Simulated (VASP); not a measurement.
Input of a VASP 6.6.1 run:

Contents of INCAR:

```
ALGO     = Normal         # electronic algorithm
EDIFF    = 1E-6           # SCF threshold, eV
ENCUT    = 520            # plane-wave cutoff, eV
ISIF     = 2              # what is computed and relaxed
ISMEAR   = -1             # smearing method
LASPH    = T              # aspherical terms in the spheres
LCHARG   = F              # write CHGCAR
LREAL    = F              # projectors in reciprocal space
LWAVE    = F              # write WAVECAR
NBANDS   = 16             # bands
NELM     = 100            # most SCF steps
PREC     = Accurate       # precision mode
SIGMA    = 0.1            # smearing width, eV
```

The input KPOINTS:

```
k-points
0
Gamma
  6 6 6
```

Contents of POSCAR:

```
NaSc
1.0
    3.7038484945      0.0000000000      0.0000000000
    0.0000000000      3.7038484945      0.0000000000
    0.0000000000      0.0000000000      3.7038484945
Sc Na
1 1
Direct
    0.0000000000      0.0000000000      0.0000000000
    0.5000000000      0.5000000000      0.5000000000
```

Potentials or basis: VASP PAW LDA potentials, release 64 (Sc_sv, Na_pv).

The run is started by

```console
$ cat potpaw_LDA.64/Sc_sv/POTCAR potpaw_LDA.64/Na_pv/POTCAR > POTCAR
$ mpirun -np 1 vasp_std > vasp.out
```

Question: What does it give for the pressure?

Answer: 0.0 GPa.

Question: Predict the band gap on the k mesh.

Answer: None (metal or under the smearing width).
